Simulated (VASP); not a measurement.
Data:

```
SnO
1.0
    3.82163     0.00000     0.00000
    0.00000     3.82163     0.00000
    0.00000     0.00000     5.14647
Sn O
2 2
Direct
  0.50000   0.00000   0.77827
  0.00000   0.50000   0.22173
  0.50000   0.50000   0.00000
  0.00000   0.00000   0.00000
```

These are revPBE GGA, VASP's PBE PAW potentials (set 64) (plane waves; VASP) values and carry that method's errors. Numerical set-up: 520 eV cut-off, 6×6×4 Γ-centred mesh, Gaussian smearing of 0.050 eV, potentials Sn_d O.

Without a dispersion term in the relaxation, distances and binding between the weakly bound layers, chains or molecules are unreliable, and so is what depends on them.

Question: The ions and cell shape at fixed volume are relaxed. Give the cell that the relaxation ends in.

Answer: 
```
SnO
1.0
    3.88000     0.00000     0.00000
    0.00000     3.88000     0.00000
    0.00000     0.00000     4.99279
Sn O
2 2
Cartesian
  1.94000   0.00000   3.82768
  0.00000   1.94000   1.16511
  1.94000   1.94000   0.00000
  0.00000   0.00000   0.00000
```
Space group P4/nmm (129), at a tolerance of 0.03 Å.

Question: How much energy does the relaxation gain?

Answer: The energy (σ→0) changes by -14.6 meV/atom, in 7 ionic steps.

The compound is SnO in the litharge structure. This cell is one point of a volume scan, at 0.94 of the reference volume. Symmetry was kept, so distortions that lower it aren't found.
